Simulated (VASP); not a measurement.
Given:

```
In
1.0
   -1.62500     1.62500     2.47500
    1.62500    -1.62500     2.47500
    1.62500     1.62500    -2.47500
In
1
Direct
  0.00000   0.00000   0.00000
```

Level of theory: PBE GGA, VASP's PBE PAW potentials (set 64) (plane waves; VASP 6.6.1). Numerical set-up: 520 eV cut-off, 14×14×14 Γ-centred mesh, first-order Methfessel-Paxton smearing of 0.10 eV, potentials In_d.

Energy and stress use the plane-wave basis of the starting cell.

The ions, cell shape and volume are relaxed. Which structure does the run end with?

```
In
1.0
   -1.64273     1.64273     2.53438
    1.64273    -1.64273     2.53438
    1.64273     1.64273    -2.53438
In
1
Cartesian
  0.00000   0.00000   0.00000
```
Space group I4/mmm (139), at a tolerance of 0.03 Å.

How do energy and volume change from the first to the last step?

The energy (σ→0) changes by -7.3 meV/atom and the volume by +4.6 %, in 8 ionic steps.

```
step  E(σ→0) (eV)  max force (eV/Å)  pressure (GPa)  volume (Å³)
----  -----------  ----------------  --------------  -----------
1         -2.5537             0.000            1.90        26.14
2         -2.5608             0.000            0.05        27.33
3         -2.5608             0.000            0.02        27.38
4         -2.5609             0.000            0.04        27.37
5         -2.5609             0.000            0.04        27.36
6         -2.5609             0.000            0.08        27.34
7         -2.5609             0.000            0.07        27.35
8         -2.5609             0.000            0.03        27.36
```

The compound is In in the bct structure. This run relaxes it. Symmetry was kept, so distortions that lower it aren't found.
